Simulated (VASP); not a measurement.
# C (Fd-3m) in VASP: G0W0 quasiparticle levels with PBE

Aim: the G0W0 quasiparticle levels of C with PBE.

Everything below comes from runs of VASP 6.6.1. Logs are shortened: lines on timing, memory, paths and dates and some standing lists are left out, and cuts for length are marked.

### Step 1. The structure

Symmetry: Fd-3m, No. 227, cubic system. The conventional cell has a = 3.567 Å, b = 3.567 Å, c = 3.567 Å, α = 90.00°, β = 90.00°, γ = 90.00°. Around C (site symmetry -43m) lie 4 C at 1.54 Å.

This isn't the form of C at room conditions, which is graphite.

### Step 2. G0W0 quasiparticle levels, PBE

Input file POSCAR:

```
C
1.0
    0.0000000000      1.7833700000      1.7833700000
    1.7833700000      0.0000000000      1.7833700000
    1.7833700000      1.7833700000      0.0000000000
C
2
Direct
    0.0000000000      0.0000000000      0.0000000000
    0.2500000000      0.2500000000      0.2500000000
```

Input file INCAR.step1:

```
SYSTEM = C
ALGO = Fast
EDIFF = 1E-8
ENCUT = 420
GGA = PE
ISMEAR = 0
LASPH = .TRUE.
LCHARG = .FALSE.
LREAL = .FALSE.
LWAVE = .TRUE.
NELM = 60
PREC = Accurate
SIGMA = 0.01
```

Input file INCAR.step2:

```
SYSTEM = C
ALGO = Exact
EDIFF = 1E-8
ENCUT = 420
GGA = PE
ISMEAR = 0
ISTART = 1
LASPH = .TRUE.
LCHARG = .FALSE.
LOPTICS = .TRUE.
LREAL = .FALSE.
LWAVE = .TRUE.
NBANDS = 144
NELM = 1
PREC = Accurate
SIGMA = 0.01
```

Input file INCAR.step3:

```
SYSTEM = C
ALGO = EVGW0
EDIFF = 1E-8
ENCUT = 420
ENCUTGW = 200
GGA = PE
ISMEAR = 0
ISTART = 1
LASPH = .TRUE.
LCHARG = .FALSE.
LREAL = .FALSE.
LWAVE = .FALSE.
NBANDS = 144
NBANDSGW = 12
NELMGW = 1
NOMEGA = 60
PREC = Accurate
PRECFOCK = Fast
SIGMA = 0.01
```

Input file KPOINTS:

```
k-points
0
G
  8 8 8
  0 0 0
```

Potentials or basis: VASP PAW PBE potentials, release 64 (C_GW).

Started as:

```sh
cat potpaw_PBE.64/C_GW/POTCAR > POTCAR
cp INCAR.step1 INCAR
mpirun -np 1 vasp_std > vasp.out
cp INCAR.step2 INCAR
mpirun -np 1 vasp_std > vasp.out
cp INCAR.step3 INCAR
mpirun -np 1 vasp_std > vasp.out
```

OUTCAR:

```text
SYSTEM = C
   EDIFF = 1E-8
   ENCUT = 420
   ENCUTGW = 200
   GGA = PE
   ISMEAR = 0
   ISTART = 1
   LASPH = .TRUE.
   LREAL = .FALSE.
   NELMGW = 1
   PREC = Accurate
   PRECFOCK = Fast

 ion  position               nearest neighbor table
   1  0.000  0.000  0.000-   2 1.54   2 1.54   2 1.54   2 1.54
   2  0.250  0.250  0.250-   1 1.54   1 1.54   1 1.54   1 1.54

  LATTYP: Found a face centered cubic cell.
 ALAT       =     3.5667400000

  Lattice vectors:

 A1 = (   0.0000000000,   1.7833700000,   1.7833700000)
 A2 = (   1.7833700000,   0.0000000000,   1.7833700000)
 A3 = (   1.7833700000,   1.7833700000,   0.0000000000)

Analysis of symmetry for initial positions (statically):
=====================================================================
 Subroutine PRICEL returns:
 Original cell was already a primitive cell.

 Routine SETGRP: Setting up the symmetry group for a
 face centered cubic supercell.

 Subroutine GETGRP returns: Found 48 space group operations
 (whereof 24 operations were pure point group operations)
 out of a pool of 48 trial point group operations.

The static configuration has the point symmetry T_d .
 The point group associated with its full space group is O_h .

Analysis of symmetry for dynamics (positions and initial velocities):
=====================================================================
 Subroutine PRICEL returns:
 Original cell was already a primitive cell.

 Routine SETGRP: Setting up the symmetry group for a
 face centered cubic supercell.

 Subroutine GETGRP returns: Found 48 space group operations
 (whereof 24 operations were pure point group operations)
 out of a pool of 48 trial point group operations.

The dynamic configuration has the point symmetry T_d .
 The point group associated with its full space group is O_h .

 Subroutine INISYM returns: Found 48 space group operations
 (whereof 24 operations are pure point group operations),
 and found     1 'primitive' translations

----------------------------------------------------------------------------------------

                                     Primitive cell

  volume of cell :      11.3437

  direct lattice vectors                    reciprocal lattice vectors
     0.000000000  1.783370000  1.783370000    -0.280368067  0.280368067  0.280368067
     1.783370000  0.000000000  1.783370000     0.280368067 -0.280368067  0.280368067
     1.783370000  1.783370000  0.000000000     0.280368067  0.280368067 -0.280368067

  length of vectors
     2.522066041  2.522066041  2.522066041     0.485611737  0.485611737  0.485611737

  position of ions in fractional coordinates (direct lattice)
     0.000000000  0.000000000  0.000000000
     0.250000000  0.250000000  0.250000000

  ion indices of the primitive-cell ions
   primitive index   ion index
                 1           1
                 2           2

----------------------------------------------------------------------------------------

 KPOINTS: k-points

Automatic generation of k-mesh.
 Grid dimensions read from file:
 generate k-points for:    8    8    8

 Generating k-lattice:

  Cartesian coordinates                     Fractional coordinates (reciprocal lattice)
    -0.035046008  0.035046008  0.035046008     0.125000000  0.000000000  0.000000000
     0.035046008 -0.035046008  0.035046008     0.000000000  0.125000000  0.000000000
     0.035046008  0.035046008 -0.035046008     0.000000000  0.000000000  0.125000000

  Length of vectors
     0.060701467  0.060701467  0.060701467

  Shift w.r.t. Gamma in fractional coordinates (k-lattice)
     0.000000000  0.000000000  0.000000000

 Subroutine IBZKPT returns following result:
 ===========================================

 Found     29 irreducible k-points:

 Following reciprocal coordinates:
            Coordinates               Weight
  0.000000  0.000000  0.000000      1.000000
  0.125000  0.000000  0.000000      8.000000
  0.250000  0.000000  0.000000      8.000000
  0.375000  0.000000  0.000000      8.000000
  0.500000  0.000000  0.000000      4.000000
  0.125000  0.125000  0.000000      6.000000
[... 16 lines left out ...]
  0.500000  0.250000  0.125000     48.000000
 -0.375000  0.250000  0.125000     24.000000
 [... further k-points ...]
   k-points           NKPTS =     29   k-points in BZ     NKDIM =    512   number of bands    NBANDS=    144
   number of dos      NEDOS =    301   number of ions     NIONS =      2
   total plane-waves  NPLWV =   5832
   dimension x,y,z NGX =    18 NGY =   18 NGZ =   18
   dimension x,y,z NGXF=    36 NGYF=   36 NGZF=   36
   ions per type =               2
   NGX,Y,Z   is equivalent  to a cutoff of  11.86, 11.86, 11.86 a.u.
   NGXF,Y,Z  is equivalent  to a cutoff of  23.73, 23.73, 23.73 a.u.
 SYSTEM =  C
   PREC   = accura    normal or accurate (medium, high low for compatibility)
   ISTART =      1    job   : 0-new  1-cont  2-samecut
   ICHARG =      0    charge: 1-file 2-atom 10-const
   ISPIN  =      1    spin polarized calculation?
   LNONCOLLINEAR =      F non collinear calculations
   LSORBIT =      F    spin-orbit coupling
   LASPH  =      T    aspherical Exc in radial PAW
   ENCUT  =  420.0 eV  30.87 Ry    5.56 a.u.   4.21  4.21  4.21*2*pi/ulx,y,z
   NELM   =     60;   NELMIN=  2; NELMDL=  0     # of ELM steps
   EDIFF  = 0.1E-07   stopping-criterion for ELM
   LREAL  =      F    real-space projection
   EDIFFG = 0.1E-06   stopping-criterion for IOM
   NSW    =      0    number of steps for IOM
   IBRION =     -1    ionic relax: 0-MD 1-quasi-New 2-CG
   NFREE  =      0    steps in history (QN), initial steepest desc. (CG)
   ISIF   =      0    stress and relaxation
   ISYM   =      3    0-nonsym 1-usesym 2-fastsym
   POTIM  = 0.5000    time-step for ionic-motion
   TEBEG  =    0.0;   TEEND  =   0.0 temperature during run
   PSTRESS=    0.0 pullay stress
   NELECT =       8.0000    total number of electrons
   NUPDOWN=      -1.0000    fix difference up-down
   EMIN   =  10.00;   EMAX   =-10.00  energy-range for DOS
   EFERMI =   0.00;   METHOD = LEGACY
   ISMEAR =     0;   SIGMA  =   0.01  broadening in eV -4-tet -1-fermi 0-gaus
   EFERMI_NEDOS =   21; number of points for ismear=-14 and -15
   IALGO  =     38    algorithm
   IMIX   =      4    mixing-type and parameters
     AMIX     =   0.40;   BMIX     =  1.00
     AMIX_MAG =   1.60;   BMIX_MAG =  1.00
  volume/ion in A,a.u.               =       5.67        38.28
  Fermi-wavevector in a.u.,A,eV,Ry     =   1.457203  2.753714 28.891161  2.123440
  Thomas-Fermi vector in A             =   2.574032
   LORBIT       =      0    0 simple, 1 ext, 2 COOP (PROOUT), +10 PAW based schemes
   GGA     = PE    functional components
   LHFCALC =     T    Hartree Fock is set to
   PRECFOCK=fast      Normal, Fast or Accurate (Low or Medium for compatibility)
   ENCUT4O =  -1.0   cutoff for four orbital integrals eV
   NKREDX  =     1    reduce k-point grid by
   NKREDY  =     1    reduce k-point grid by
   NKREDZ  =     1    reduce k-point grid by
   AEXX    =    1.0000 exact exchange contribution
   HFSCREEN=    0.0000 screening length (either q_TF or 0.3 A-1)
   HFSCREENC=   0.0000 screening length for correlation (either q_TF or 0.3 A-1)
   ENCUTFOCK=  -1.0 apply spherical cutoff to Coloumb kernel
   IVDW    =     0    specifies the selected vdW correction
   LEPSILON=     F    determine dielectric tensor
   LRPA    =     F    only Hartree local field effects (RPA)
   LRPAFORCE           =     F    calculate RPA forces
   ENCUTGW             = 200.0    cutoff for response function in eV
   ENCUTGWSOFT         = 160.0    soft cutoff for Coulomb kernel in GW response function in eV
   ENCUTLF             =  -1.0    cutoff for local field effects
   NELMGW              =     1    number of iterations in solving QP/BSE equation
   NELMHF              =     1    number of iterations in the inner HF iteration
   NKREDLFX            =     1    NKREDLFY  =   1   NKREDLFZ  =   1
 non-spin polarized calculation
 Gauss-broadening in eV      SIGMA  =   0.01
  energy-cutoff  :      420.00
  volume of cell :       11.34
 maximum number of plane-waves:       229
 NGX is ok and might be reduce to    18
  NGX = 12; NGY = 12; NGZ = 12
   NGX =  9   NGY =  9   NGZ =  9
 maximum number of plane-waves:        78

 QP shifts <psi_nk| G(iteration)W_0 |psi_nk>: iteration 1
 for sc-GW calculations column KS-energies equals QP-energies in previous step
 and V_xc(KS)=  KS-energies - (<T + V_ion + V_H > + <T+V_H+V_ion>^1  + <V_x>^1)

 k-point   1 :       0.0000    0.0000    0.0000
  band No.  KS-energies  QP-energies   sigma(KS)   V_xc(KS)     V^pw_x(r,r')   Z            occupation Imag(sigma)

      1     -11.7120     -13.4206     -17.0492     -14.7772     -25.4275       0.7520       2.0000       1.3817
      2       9.7833       8.9932     -17.7536     -16.7976     -19.1080       0.8264       2.0000       0.0563
      3       9.7833       8.9932     -17.7536     -16.7976     -19.1080       0.8264       2.0000       0.0563
      4       9.7833       8.9932     -17.7536     -16.7976     -19.1080       0.8264       2.0000       0.0563
      5      15.3547      16.3141     -14.3565     -15.5219      -9.3841       0.8231       0.0000      -0.0646
      6      15.3547      16.3141     -14.3565     -15.5219      -9.3841       0.8231       0.0000      -0.0646
      7      15.3547      16.3141     -14.3565     -15.5219      -9.3841       0.8231       0.0000      -0.0646
      8      23.0810      23.8840     -15.3455     -16.3908      -7.8177       0.7682       0.0000      -0.1731
      9      29.0588      29.2598     -11.6202     -11.8689      -4.3424       0.8080       0.0000      -0.3427
     10      36.3046      37.1409     -12.8693     -13.8792      -5.9085       0.8280       0.0000      -0.5298
     11      36.3046      37.1409     -12.8693     -13.8792      -5.9085       0.8280       0.0000      -0.5298
     12      37.3058      37.6601     -11.0816     -11.5113      -3.2656       0.8246       0.0000      -0.9685

 k-point   2 :       0.1250    0.0000    0.0000
  band No.  KS-energies  QP-energies   sigma(KS)   V_xc(KS)     V^pw_x(r,r')   Z            occupation Imag(sigma)
[... 353 lines left out ...]
      1      -4.9280      -6.4513     -17.7484     -15.7156     -24.2854       0.7493       2.0000       0.5534
      2      -2.5948      -3.9791     -16.6684     -14.8391     -21.9456       0.7567       2.0000       0.2995
      3       3.4580       2.2167     -17.3779     -15.8195     -20.6984       0.7966       2.0000       0.1076
      4       5.0910       3.9924     -17.2067     -15.8467     -19.9227       0.8079       2.0000       0.0844
      5      18.0671      18.8841     -13.2790     -14.2705      -7.6085       0.8239       0.0000      -0.0864
      6      19.2103      20.1316     -14.2387     -15.3762      -8.1034       0.8099       0.0000      -0.1007
      7      22.8130      23.9875     -14.9698     -16.4804      -7.6178       0.7775       0.0000      -0.1635
      8      24.6300      25.7549     -14.2683     -15.7272      -6.4497       0.7711       0.0000      -0.2246
      9      28.0935      28.7560     -12.5480     -13.3677      -5.5492       0.8083       0.0000      -0.2704
     10      33.6811      34.6650     -14.0966     -15.3644      -5.0601       0.7760       0.0000      -0.7431
     11      36.1050      36.8667     -12.6867     -13.6296      -4.6322       0.8078       0.0000      -0.7589
     12      38.9258      39.3196     -11.5340     -12.0131      -3.8088       0.8219       0.0000      -0.8860

 [... further k-points ...]
```

Run time: 4.3 min. Hardware: 1 thread of Intel Xeon 6975P-C (Granite Rapids), shared host; peak memory 0.79 GiB.

Results:

```
Band gap on the k mesh, mean-field level : 4.11 eV, indirect (least direct gap 5.57 eV)
Quasiparticle gap                        : 5.43 eV
Least direct quasiparticle gap           : 7.32 eV
```

Levels at points of the mesh, in eV from the valence-band top:
```csv
k point,band 1,band 2,band 3,band 4,band 5,band 6,band 7,band 8
"(0.00, 0.00, 0.00)",-21.50,0.00,0.00,0.00,5.57,5.57,5.57,13.30
"(0.50, 0.00, 0.00)",-15.72,-13.39,-2.81,-2.81,8.44,8.44,8.82,15.68
"(0.50, 0.50, 0.00)",-12.78,-12.78,-6.30,-6.30,4.74,4.74,16.79,16.79
```

Caveat: bands, screening cutoff and mesh are small and nothing is extrapolated, so the quasiparticle values aren't converged.
